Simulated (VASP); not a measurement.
```
CELL_PARAMETERS angstrom
      1.80253    -3.12207     0.00000
      1.80253     3.12207     0.00000
      0.00000     0.00000     5.55181
ATOMIC_POSITIONS crystal
  Y  0.33333 0.66667 0.25000
  Y  0.66667 0.33333 0.75000
```

Computed with vdW-DF-cx, VASP's PBE PAW potentials (set 64) (plane waves; VASP). Settings: 520 eV cut-off, Gaussian smearing of 0.050 eV, potentials Y_sv.

### Question
Estimate the band gap (along the path) with the smallest direct gap where there is one.

### Answer

- band gap (along the path): none (metal, semimetal or under 0.01 eV)

The compound is Y in the hcp structure. It was relaxed first, which changed the volume by -5 %.
